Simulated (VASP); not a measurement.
The input files of a VASP run:

KPOINTS:
```
k-points along high-symmetry lines
6
Line-mode
Reciprocal
  0.000000   0.000000   0.000000 ! GAMMA
 -0.500000  -0.500000   0.000000 ! X

 -0.500000  -0.500000   0.000000 ! X
 -0.375000  -0.375000   0.250000 ! U

 -0.375000  -0.000000   0.375000 ! K
  0.000000   0.000000   0.000000 ! GAMMA

  0.000000   0.000000   0.000000 ! GAMMA
  0.000000   0.000000   0.500000 ! L

  0.000000   0.000000   0.500000 ! L
 -0.500000  -0.250000   0.250000 ! W

 -0.500000  -0.250000   0.250000 ! W
 -0.500000  -0.500000   0.000000 ! X
```

POSCAR:
```
CdS
1
    0.0000000000     2.9682000000     2.9682000000
    2.9682000000     0.0000000000     2.9682000000
    2.9682000000     2.9682000000     0.0000000000
Cd S
1 1
Direct
  0.0000000000   0.0000000000   0.0000000000
  0.2500000000   0.2500000000   0.2500000000
```

INCAR:
```
SYSTEM = CdS
PREC = Accurate
ENCUT = 400
EDIFF = 1E-6
NELM = 100
ALGO = Normal
LREAL = .FALSE.
LASPH = .TRUE.
ISMEAR = 0
SIGMA = 0.05
GGA = PE
LMAXMIX = 4
LWAVE = .FALSE.
LCHARG = .FALSE.
ISIF = 2
```

POTCAR, in this order: Cd S (PBE.64 set). Program: vasp_std.

Q: Does this input run properly? What does VASP do?

A: There is a fault: a line-mode KPOINTS file was used for a self-consistent run. The run ends without an error. Against the sound run, the energy per atom (σ→0) rises by 0.389 eV/atom; the pressure goes up by 2.71 GPa.

File standard output:
```
 POSCAR found type information on POSCAR CdS
 POSCAR found :  2 types and       2 ions
 Reading from existing POTCAR
 Reading from existing POTCAR
 LDA part: xc-table for (Slater+PW92), standard interpolation
 POSCAR, INCAR and KPOINTS ok, starting setup
 WAVECAR not read
 entering main loop
       N       E                     dE             d eps       ncg     rms          rms(c)
DAV:   1     0.933403725169E+02    0.93340E+02   -0.80188E+03   976   0.101E+03
DAV:   2    -0.207325831554E+01   -0.95414E+02   -0.90805E+02  1136   0.271E+02
DAV:   3    -0.604611223820E+01   -0.39729E+01   -0.39654E+01  1071   0.570E+01
DAV:   4    -0.607451858957E+01   -0.28406E-01   -0.28403E-01  1101   0.477E+00
DAV:   5    -0.607494898391E+01   -0.43039E-03   -0.43039E-03  1076   0.560E-01    0.814E+00
DAV:   6    -0.538840447686E+01    0.68654E+00   -0.12995E+00  1242   0.147E+01    0.668E+00
DAV:   7    -0.536240590194E+01    0.25999E-01   -0.27666E-01   976   0.405E+00    0.352E+00
DAV:   8    -0.536393218348E+01   -0.15263E-02   -0.27097E-02  1011   0.241E+00    0.329E-01
DAV:   9    -0.536369106061E+01    0.24112E-03   -0.41866E-03  1089   0.102E+00    0.974E-02
DAV:  10    -0.536396355926E+01   -0.27250E-03   -0.46895E-04   986   0.223E-01    0.945E-02
DAV:  11    -0.536409148513E+01   -0.12793E-03   -0.18245E-04  1000   0.136E-01    0.309E-02
DAV:  12    -0.536407815057E+01    0.13335E-04   -0.60546E-05  1146   0.106E-01    0.113E-02
DAV:  13    -0.536407994353E+01   -0.17930E-05   -0.67178E-06   946   0.200E-02    0.104E-02
DAV:  14    -0.536407986431E+01    0.79229E-07   -0.12052E-07   668   0.313E-03
   1 F= -.53640799E+01 E0= -.53640799E+01  d E =-.351431E-12
```

**OUTCAR**
```
------------------------ aborting loop because EDIFF is reached ----------------------------------------
  FORCE on cell =-STRESS in cart. coord.  units (eV):
  Direction    XX          YY          ZZ          XY          YZ          ZX
  --------------------------------------------------------------------------------------
  Total        0.7685136      0.7685136      0.7685136      0.0000000      0.0000000      0.0000000
  in kB       23.5425032     23.5425032     23.5425032      0.0000000      0.0000000      0.0000000
  external PRESSURE =      23.5425032 kB  Pullay stress =       0.0000000 kB
  volume of cell :       52.30
      direct lattice vectors                 reciprocal lattice vectors
     0.000000000  2.968200000  2.968200000    -0.168452261  0.168452261  0.168452261
     2.968200000  0.000000000  2.968200000     0.168452261 -0.168452261  0.168452261
     2.968200000  2.968200000  0.000000000     0.168452261  0.168452261 -0.168452261
  FREE ENERGIE OF THE ION-ELECTRON SYSTEM (eV)
  ---------------------------------------------------
  free  energy   TOTEN  =        -5.3640798643 eV

  energy  without entropy=       -5.3640798643  energy(sigma->0) =       -5.36407986
```
(Selected blocks of OUTCAR.)

To mend it, correct KPOINTS.
File KPOINTS:
```
Automatic mesh
0
Gamma
6 6 6
0 0 0
```
The mended run (PBE GGA, plane waves, VASP's PBE PAW potentials (set 64)) converges, and its OSZICAR ends with
```
   1 F= -.61426666E+01 E0= -.61426666E+01  d E =-.214088E-16
```

The compound is CdS in the zinc blende structure, a metastable form; wurtzite is the usual one. The cell was not relaxed at this level.
